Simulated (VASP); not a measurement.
## Sc: energy against strain

Sc (hcp, P6_3/mmc, 23.630 Å³/atom and stress up to 0.14 GPa in the relaxed cell, c along z) under an equal strain ε along x and y, with z held. PBEsol in VASP (plane waves, PAW), 480 eV, 18×18×8 Γ-centred mesh, Methfessel-Paxton smearing 0.10 eV; ions are relaxed, or left where forces stay under 0.02 eV/Å, within the symmetry of each cell. Against the start cell, which lies near the measured one, the relaxed cell differs by -5.5 % in volume and -3.6 % in c; the values below rest on it.

Here s stands for strain and y for E less E0.

```csv
strain (%),E less E0 (meV/atom)
-3.00,?
-1.50,5.47
-1.00,2.51
-0.50,0.69
0.00,0.00
0.50,0.40
1.00,1.88
1.50,4.38
```

Taking a parabola for y over the 7 complete rows: Least squares gives y = 0.000 - 0.3443·s + 2.1895·s². Residuals (row less fit): 0.027, -0.024, -0.030, 0.000, 0.025, 0.035, -0.030; standard error 0.035 (degrees of freedom: 4). Twice the quadratic coefficient over the volume, 2 × 2.1895 meV × 10⁴ × 0.1602 / 23.630 Å³, is the elastic constants 2(C11 + C12) = about 300 GPa.

### Question
Predict the withheld y at s = -3.00 from the fit, and compare with the calculation.

### Answer
y = 0.000 - 0.3443 × (-3.0) + 2.1895 × (-3.0)² = 20.738 meV/atom. The calculation gives 21.50 meV/atom, 0.762 meV/atom above the prediction (3.5 % of the range of y in the table). The row lies outside the fitted rows, so this is an extrapolation. From the scatter of the fitted rows alone, a prediction at this place has a standard error of 0.134 meV/atom, so the miss is 5.7 times that.

A polynomial of degree 3 through the 12 other runs of the series gives 21.54 there, so most of the miss is curvature that the fit leaves out. In a metal these values are sensitive to mesh and smearing; energies are taken to zero smearing, stresses follow the free energy. The runs aren't spin-polarised. Rows are the converged runs of the series near zero and its far end, less any whose ions stayed unrelaxed beside relaxed ones; series whose fitted rows scatter by over a few per cent of the range, as at a crossing or softening among them, aren't shown in this form. Most that stay on the fit to the last digits aren't either.
